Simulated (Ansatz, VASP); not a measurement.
**Cross-check of GaSn between VASP and Ansatz**

Wanted: the spread between two codes on one cell, functional and k mesh. The cell is invented: other elements were put on sites of a known structure type. It may not be a known or stable phase. The cell is taken from a series of VASP runs on this material, whose earlier steps may have relaxed, scaled or displaced it; both programs get it as it stands.

Program: Ansatz 0.2.0. Level of theory: plane waves, with VASP 6.6.1 beside it; single point at PBE. Results are calculated unless marked as measured.

### 1. The structure

The structure is cubic, space group Fm-3m (No. 225). Conventional cell: a = 5.803 Å, b = 5.803 Å, c = 5.803 Å, α = 90.00°, β = 90.00°, γ = 90.00°. Ga has 6 Sn at 2.90 Å nearest. Sn has 6 Ga at 2.90 Å nearest. Farther neighbours are not listed.

Structure file:

```xyz
2
Lattice="0.0000 2.9016 2.9016 2.9016 0.0000 2.9016 2.9016 2.9016 0.0000" Properties=species:S:1:pos:R:3 pbc="T T T"
Ga    2.9016    2.9016    2.9016
Sn    0.0000    0.0000    0.0000
```

### 2. VASP: single point, PBE

A single point gives forces, pressure and levels at one fixed geometry, so differences don't come from the geometry; what else differs is listed under the comparison.

Lines of VASP's logs that name or quote its potential files are left out, and so is its time.

INCAR

```
SYSTEM = GaSn
PREC = Accurate
ENCUT = 400
EDIFF = 1E-06
NELM = 100
ISMEAR = -1
SIGMA = 0.05
LREAL = .FALSE.
ALGO = Normal
GGA = PE
LORBIT = 11
LWAVE = .FALSE.
LCHARG = .TRUE.
ISIF = 2
LELF = .TRUE.
LVHAR = .TRUE.
```

POSCAR

```
GaSn
1.0
    0.0000000000      2.9016180720      2.9016180720
    2.9016180720      0.0000000000      2.9016180720
    2.9016180720      2.9016180720      0.0000000000
Ga Sn
1 1
Direct
    0.5000000000      0.5000000000      0.5000000000
    0.0000000000      0.0000000000      0.0000000000
```

KPOINTS

```
Automatic mesh
0
Gamma
7 7 7
0 0 0
```

Potentials, in the order of the species: Ga_d and Sn_d (PBE family, release 64).

Command:

```
$ mpirun -np 1 vasp_std
```

Numbers of over 12 decimals in the logs are rounded to 6 here.

What it wrote:

```text
[banner, memory and clock lines left out]
running    1 mpi-ranks, on    1 nodes
 distrk:  each k-point on    1 cores,    1 groups
 distr:  one band on    1 cores,    1 groups

 POSCAR found type information on POSCAR GaSn
 POSCAR found :  2 types and       2 ions
 LDA part: xc-table for (Slater+PW92), standard interpolation
 POSCAR, INCAR and KPOINTS ok, starting setup
 FFT: planning ... GRIDC
 FFT: planning ... GRID_SOFT
 FFT: planning ... GRID
 WAVECAR not read
 entering main loop
       N       E                     dE             d eps       ncg     rms          rms(c)
DAV:   1     0.146489278563E+03    0.14649E+03   -0.12294E+04   681   0.221E+03
DAV:   2     0.544762327463E+01   -0.14104E+03   -0.13951E+03   712   0.389E+02
DAV:   3    -0.632346790425E+01   -0.11771E+02   -0.11733E+02   819   0.118E+02
DAV:   4    -0.660044959166E+01   -0.27698E+00   -0.27651E+00   804   0.191E+01
DAV:   5    -0.661062044806E+01   -0.10171E-01   -0.10170E-01   987   0.323E+00    0.185E+00
DAV:   6    -0.658883268302E+01    0.21788E-01   -0.58817E-02   870   0.406E+00    0.101E+00
DAV:   7    -0.658631067850E+01    0.25220E-02   -0.21849E-02   897   0.213E+00    0.205E-01
DAV:   8    -0.658629604153E+01    0.14637E-04   -0.16708E-03   745   0.600E-01    0.341E-02
DAV:   9    -0.658632799018E+01   -0.31949E-04   -0.12692E-04   874   0.155E-01    0.169E-02
DAV:  10    -0.658633074760E+01   -0.27574E-05   -0.11357E-05   772   0.298E-02    0.248E-03
DAV:  11    -0.658632977610E+01    0.97150E-06   -0.10920E-06   488   0.177E-02
   1 F= -.65863298E+01 E0= -.65818272E+01  d E =-.900510E-02
```

OUTCAR, selected parts (step 2):

```text
ion  position               nearest neighbor table
   1  0.500  0.500  0.500-   2 2.90   2 2.90   2 2.90   2 2.90   2 2.90   2 2.90
   2  0.000  0.000  0.000-   1 2.90   1 2.90   1 2.90   1 2.90   1 2.90   1 2.90

  LATTYP: Found a face centered cubic cell.
 ALAT       =     5.8032361440

 Subroutine GETGRP returns: Found 48 space group operations
 (whereof 48 operations were pure point group operations)

The static configuration has the point symmetry O_h .

 Found     20 irreducible k-points:

   k-points           NKPTS =     20   k-points in BZ     NKDIM =     20   number of bands    NBANDS=     17

   dimension x,y,z NGX =    28 NGY =   28 NGZ =   28
   dimension x,y,z NGXF=    56 NGYF=   56 NGZF=   56

   ENCUT  =  400.0 eV  29.40 Ry    5.42 a.u.   6.69  6.69  6.69*2*pi/ulx,y,z

   NELECT =      27.0000    total number of electrons

 k-points in reciprocal lattice and weights: Automatic mesh
   0.00000000  0.00000000  0.00000000       0.003
   0.14285714  0.00000000  0.00000000       0.023
   0.28571429  0.00000000  0.00000000       0.023
   0.42857143  0.00000000  0.00000000       0.023
   0.14285714  0.14285714  0.00000000       0.017
   0.28571429  0.14285714  0.00000000       0.070
   0.42857143  0.14285714  0.00000000       0.070
  -0.42857143  0.14285714  0.00000000       0.070
  -0.28571429  0.14285714  0.00000000       0.070
[...]
-0.42857143  0.42857143  0.14285714       0.070
  -0.28571429  0.42857143  0.14285714       0.070

 average (electrostatic) potential at core
       1 -64.1728       2-100.7820

 E-fermi :   6.2421

 k-point     1 :       0.0000    0.0000    0.0000
  band No.  band energies     occupation
    ...
      7      -8.5890      2.00000
      8      -8.5796      2.00000
      9      -8.5796      2.00000
     10      -8.5796      2.00000
     11      -4.4633      2.00000
     12       7.4472      0.00000
     13       7.4472      0.00000
     14       7.4472      0.00000
     15       7.4649      0.00000
     16      13.0586      0.00000
    ...

 k-point     2 :       0.1429    0.0000    0.0000
  band No.  band energies     occupation
    ...
      8      -8.5803      2.00000
      9      -8.5779      2.00000
     10      -8.5779      2.00000
     11      -4.1905      2.00000
     12       4.8829      2.00000
     13       7.4429      0.00000
     14       7.4429      0.00000
     15       9.1458      0.00000
     16      11.8792      0.00000
     17      11.8807      0.00000

 k-point     3 :       0.2857    0.0000    0.0000
  band No.  band energies     occupation
    ...
      8      -8.5824      2.00000
      9      -8.5735      2.00000
     10      -8.5734      2.00000
     11      -3.3745      2.00000
     12       2.2530      2.00000
     13       7.5517      0.00000
     14       7.5517      0.00000
     15       9.4473      0.00000
     16      10.2244      0.00000
     17      10.2244      0.00000

  Total       -0.0080304     -0.0080304     -0.0080304     -0.0000000      0.0000000     -0.0000000
  in kB       -0.2633282     -0.2633282     -0.2633282     -0.0000000      0.0000000     -0.0000000
  external PRESSURE =      -0.2633282 kB  Pullay stress =       0.0000000 kB

  energy-cutoff  :      400.00
  volume of cell :       48.86
      direct lattice vectors                 reciprocal lattice vectors
     0.000000000  2.901618072  2.901618072    -0.172317647  0.172317647  0.172317647
     2.901618072  0.000000000  2.901618072     0.172317647 -0.172317647  0.172317647
     2.901618072  2.901618072  0.000000000     0.172317647  0.172317647 -0.172317647

 POSITION                                       TOTAL-FORCE (eV/Angst)
 -----------------------------------------------------------------------------------
      2.90162      2.90162      2.90162        -0.000000      0.000000      0.000000
      0.00000      0.00000      0.00000         0.000000     -0.000000     -0.000000
 -----------------------------------------------------------------------------------
    total drift:                                0.000000      0.000000      0.000000

  FREE ENERGIE OF THE ION-ELECTRON SYSTEM (eV)
  ---------------------------------------------------
  free  energy   TOTEN  =        -6.5863297761 eV

  energy  without entropy=       -6.5773246788  energy(sigma->0) =       -6.58182723

 total charge
# of ion       s       p       d       tot
------------------------------------------
    1        1.004   0.609   9.942  11.555
    2        1.237   0.996   9.973  12.206
--------------------------------------------------
tot          2.241   1.605  19.915  23.762

[... 3 further parts left out ...]
```

The run ends at a pressure of -0.03 GPa.

### 3. Ansatz: single point, PBE

Ansatz runs on its default PAW (the set named soft_2) files.

The same cell, functional, mesh and smearing now go to Ansatz, which takes its cutoff from its data sets.

input.yaml

```yaml
crystal:
  lattice:
    - [0.0, 2.901618072, 2.901618072]
    - [2.901618072, 0.0, 2.901618072]
    - [2.901618072, 2.901618072, 0.0]
  atoms:
    - { symbol: Ga, position: [0.5, 0.5, 0.5] }
    - { symbol: Sn, position: [0.0, 0.0, 0.0] }
hamiltonian:
  xc: pbe
  pseudopotentials: { kind: paw }
kpoints:
  mp_grid: { grid: [7, 7, 7] }
scf:
  occupations: { method: fermi_dirac, width: 0.05 }
  n_extra_bands: 4
output:
  forces: true
  stress: true
  eigenvalues: true
  write_density: true
  write_potential: true
  elf: true
  volumetric_format: npy
```

Command:

```
$ ansatz run input.yaml --threads 2 --pin off --max-ram 4608MiB --backend cpu --events-out ev --progress --plain --runs-dir out
```

What it wrote:

```text
scf.n_extra_bands = 4 over 14 filled bands (N_el = 27.0): the run solves 18 bands
Engine: ansatz 0.2.0, x86_64-unknown-linux-gnu
Pseudopotentials: kind: paw
Pseudopotential: Ga, paw, valence charge 13, recommended cutoff 420 eV (normal), Ga.paw.azcp
Pseudopotential: Sn, paw, valence charge 14, recommended cutoff 420 eV (normal), Sn.paw.azcp
Functional definition: PBE
  parameter kappa = 0.804
  parameter beta = 0.066725
  exchange = pbe_x(kappa = kappa, mu = beta*pi^2/3)
  correlation = pbe_c(beta = beta)
Crystal: 2 atoms, lattice volume = 48.860 Å³
Basis set: ecut = 420 eV, 941 PW (Γ), exchange–correlation on 60×60×60 points (8 copies of the dense FFT grid, shifted against one another)
Bands: 18, of which v1, the nominal top of the filled ones, is band 14 counted from 1 (13 counted from 0)
Symmetry: 48 space group operations
Space group: Fm-3m (ITA 225), of the structure as read, at distance tolerance 3.7e-5 Å
k-points: 20 of 343
Non-local potential: Ga, projectors of the file, l = 0: 2, l = 1: 2, l = 2: 3, l = 3: 1
Non-local potential: Sn, projectors of the file, l = 0: 2, l = 1: 2, l = 2: 2, l = 3: 2
PAW form: soft (Blöchl's): semilocal exchange-correlation on the pseudo side does not see the compensation charge
PAW one-centre angular grid: Ga, 590 points (default); XC on 64 Gauss nodes
PAW one-centre angular grid: Sn, 590 points (default); XC on 64 Gauss nodes
Initial density: superposition of atomic densities (neutral atoms: chi_scale 0, normalization atom), corrected by the library's trained network
Initial wavefunctions: pseudopotential atomic-orbital guess
Functional: x = pbe(κ = 0.804, μ = 0.219515), c = pbe(β = 0.066725)
SCF iter   1: F=—  HF=-9807.066014 eV  |F-HF|=—  |Δ(HF+E_count)|=         —  Δρ=1.40e-3  dr2=1.39e-3  ethr=1.77e-3  ⟨swp⟩=6.0  Hψ=1756  notcnv=0
preconditioner: auto → none  [insulator: Δε(μ)=0.227 eV  Ē_g=19.044 eV  σ=0.050 eV  W_gap=0.63  n_scr=14 (ndim 8)  ℏωp=27.6 eV  f_vac=0.000  D(μ)=1.07/eV (n_scr^D=8)  ε∞_Penn≈3.1]
SCF iter   2: F=—  HF=-9807.064804 eV  |F-HF|=—  |Δ(HF+E_count)|=   1.21e-3  Δρ=7.33e-4  dr2=1.73e-4  ethr=5.14e-6  ⟨swp⟩=2.2  Hψ=767  notcnv=0
SCF iter   3: F=—  HF=-9807.064824 eV  |F-HF|=—  |Δ(HF+E_count)|=   1.92e-5  Δρ=2.52e-4  dr2=2.47e-5  ethr=6.42e-7  ⟨swp⟩=2.0  Hψ=507  notcnv=0
SCF iter   4: F=—  HF=-9807.064827 eV  |F-HF|=—  |Δ(HF+E_count)|=   3.79e-6  Δρ=8.59e-5  dr2=2.37e-6  ethr=9.14e-8  ⟨swp⟩=2.0  Hψ=522  notcnv=0
SCF iter   5: F=—  HF=-9807.064830 eV  |F-HF|=—  |Δ(HF+E_count)|=   2.60e-6  Δρ=3.22e-5  dr2=3.85e-7  ethr=8.79e-9  ⟨swp⟩=2.0  Hψ=623  notcnv=0
SCF iter   6: F=-9807.064830 eV  HF=-9807.064830 eV  |F-HF|=9.40e-9  |Δ(HF+E_count)|=   1.80e-7  Δρ=8.77e-6  dr2=1.44e-8  ethr=3.70e-10  ⟨swp⟩=9.5  Hψ=2543  notcnv=0
SCF 1 converged in 6 iterations: F = -9807.064830 eV  dr2 = 1.44e-8
  greatest PAW one-centre occupation: 0.994 electrons in one spin orbital (limit 2), on the Ga atom at site 0 (counted from 0), in its partial waves of l = 2
SCF converged after 6 iterations
Free energy (F): -9807.064830 eV
Harris-Foulkes:  -9807.064830 eV  (|F-HF|=9.40e-9)
Internal energy: -9807.055832 eV  (E = F + TS)
E sigma→0 (E₀):  -9807.060331 eV
Entropy (-TS):   -0.008998 eV (-4.499 meV/atom)
Fermi energy:    9.390353 eV
--- Per-component energies (eV) ---
  E_band       = -139.273360
  E_kinetic    = 300.836938
  E_local      = -2796.487855  (includes V_loc(G=0)·N_el)
  E_nonlocal   = 389.632824
  E_hartree    = 1440.568207
  E_xc         = -451.612460
  E_vxc        = -153.765325  (∫ρ·V_xc dr)
  E_paw        = -6121.663885  (= ΣΔE_a)
  E_vpaw       = -760.632420  (= ΣTr[D̂ρ^β])
  E_aug_tail   = -0.000112  (compensation charges beyond the density's cutoff)
  E_ewald      = -2568.329489
  E_smearing   = -0.008998  (= −TS)
  E_closure    = 0.000000  (closes the sum)
  Σ components = -9807.064830   (vs F -9807.064830, Δ=0.00e0)
--- Forces (eV/Å), atoms counted from 1 ---
  atom   1  Ga     0.00000000    -0.00000000    -0.00000000
  atom   2  Sn    -0.00000000     0.00000000     0.00000000
  max |Σ_I F_I| component: 2.21e-29 eV/Å
--- Stress (GPa, compression-positive) ---
        0.168295       0.000000       0.000000
        0.000000       0.168295      -0.000000
        0.000000      -0.000000       0.168295
  P = ⅓ Tr σ = 0.1683 GPa (1.683 kbar)
--- Band table (eV; the first three rows and the last of 20) ---
  k-point 0: bands = [... 10 lower, -1.3145, 10.5948, 10.5948, 10.5948, 10.6165, 16.1971, 16.1971, 16.1971]
  k-point 1: bands = [... 10 lower, -1.0417, 8.0316, 10.5907, 10.5907, 12.2963, 15.0263, 15.0263, 15.4484]
  k-point 2: bands = [... 10 lower, -0.2259, 5.4013, 10.6999, 10.6999, 12.5978, 13.3719, 13.3719, 14.2092]
  k-point 19: bands = [... 10 lower, 2.7841, 3.6553, 5.8662, 7.0325, 11.6983, 14.0911, 16.2293, 17.5339]
```

Run time: 0.7 s. Hardware: 2 threads of Intel Xeon 6975P-C (Granite Rapids), shared host; peak memory 0.37 GiB; 0.92 s of CPU time.

The run ends at a pressure of 0.17 GPa.

### 4. Comparison

Known differences besides the potentials themselves: the cutoff is 420 eV in Ansatz and 400 eV in VASP; VASP leaves aspherical gradient terms in its spheres out (LASPH is not set), Ansatz keeps them. Total energies have different zeros and are not compared.

The two programs side by side:

| quantity | Ansatz | VASP | difference |
| --- | --- | --- | --- |
| pressure (GPa) | 0.17 | -0.03 | +0.19 |

### 5. Outcome

```yaml
difference_in_pressure_single_point_pbe: 0.19 GPa
```

The difference in pressure is 0.19 GPa (single point, PBE), within the 1 GPa picked in this series as the mark of a large difference. Such differences can come from data sets, numerical settings and the points named under the comparisons, not from the functional's error against experiment.

[Lines on the potential files, build, host, timing and source positions are cut from VASP's logs without a mark.]

[Logs are printed without paths, hosts, clocks, repeated set-up lines and the standing remarks that a program may print on its own settings, such as how far it seeks lower states.]

[Hosts, paths, dates, database ids (printed as entryN), source tags and the programs' standing remarks are cut or masked in the printed files.]
